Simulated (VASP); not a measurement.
```
CELL_PARAMETERS angstrom
      3.15827     0.00000     0.00000
      0.00000     3.15827     0.00000
      0.00000     0.00000     3.15827
ATOMIC_POSITIONS crystal
  Pb 0.00000 0.00000 0.00000
  O  0.50000 0.50000 0.50000
```

Computed with PBEsol GGA, VASP's PBE PAW potentials (set 64) (plane waves; VASP 6.6.1). Settings: 520 eV cut-off, Gaussian smearing of 0.050 eV, potentials Pb_d O.

Unless said otherwise, spin-orbit coupling is left out, though it shifts the bands of the heavy elements here.

Question: Give the energies of bands 7 to 13 at the high-symmetry points, in eV from the valence-band maximum.

Answer: 
```tsv
band	Γ	X	M	R
7	-8.50	-9.40	-6.06	-3.34
8	-2.04	-1.18	-4.94	-2.49
9	-2.04	-1.18	-4.94	-2.49
10	-2.04	-0.64	-1.19	-2.49
11	8.64	0.24	3.88	0.49
12	8.64	7.77	3.88	0.49
13	8.64	7.77	9.70	0.49
```

The gap is direct, 0.10 eV, from the valence maximum at X-M at 0.14 to the conduction minimum at X-M at 0.14.

The structure was generated: PbO was put into the CsCl type type (Pm-3m), which need not be its known phase. It was relaxed first, which changed the volume by +50 %.
